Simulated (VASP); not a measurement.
A convergence study with VASP on CeO2 (fluorite): one setting is varied, all else stays as given below, so the limit is that of these other settings.

```xyz
3
Lattice="0.0000 2.7050 2.7050 2.7050 0.0000 2.7050 2.7050 2.7050 0.0000" Properties=species:S:1:pos:R:3 pbc="T T T"
Ce     0.0000     0.0000     0.0000
O      1.3525     1.3525     1.3525
O      4.0575     4.0575     4.0575
```

Computed with PBE GGA, VASP's PBE PAW potentials (set 64) (plane waves; VASP 6.6.1). The tightest run used: 700 eV cut-off, 16×16×16 Γ-centred mesh, Gaussian smearing of 0.050 eV, potentials Ce O.

### Question
The settings run are 1×1×1 mesh; 2×2×2 mesh; 3×3×3 mesh; 5×5×5 mesh; 6×6×6 mesh; 7×7×7 mesh; 9×9×9 mesh; 10×10×10 mesh; 11×11×11 mesh; 12×12×12 mesh; 13×13×13 mesh; 15×15×15 mesh; 16×16×16 mesh. From which on does the energy per atom stay within 0.001 eV/atom of the tightest run?

### Answer
From 5×5×5 mesh on: it is off by 0.0000 there and by no more than 0.001 in any finer run, while 3×3×3 mesh is off by 0.0017.
```csv
setting,E (eV/atom),pressure (GPa),irreducible k-points,difference judged (eV/atom)
1×1×1 mesh,-10.4787,-38.88,1,1.7392
2×2×2 mesh,-8.6687,8.42,3,0.0708
3×3×3 mesh,-8.7378,5.36,4,0.0017
5×5×5 mesh,-8.7396,5.37,10,0.0000
6×6×6 mesh,-8.7395,5.36,16,0.0000
7×7×7 mesh,-8.7395,5.37,20,0.0000
9×9×9 mesh,-8.7395,5.36,35,0.0000
10×10×10 mesh,-8.7396,5.36,47,0.0000
11×11×11 mesh,-8.7395,5.37,56,0.0000
12×12×12 mesh,-8.7395,5.37,72,0.0000
13×13×13 mesh,-8.7395,5.36,84,0.0000
15×15×15 mesh,-8.7395,5.37,120,0.0000
16×16×16 mesh,-8.7395,5.37,145,0.0000
```

Left out are rungs that failed or repeat a setting and relaxations that didn't move; long series are thinned to 24 rows.

The compound is CeO2 in the fluorite structure. The cell was not relaxed at this level. The run is not spin-polarised, so no magnetic state was tried.
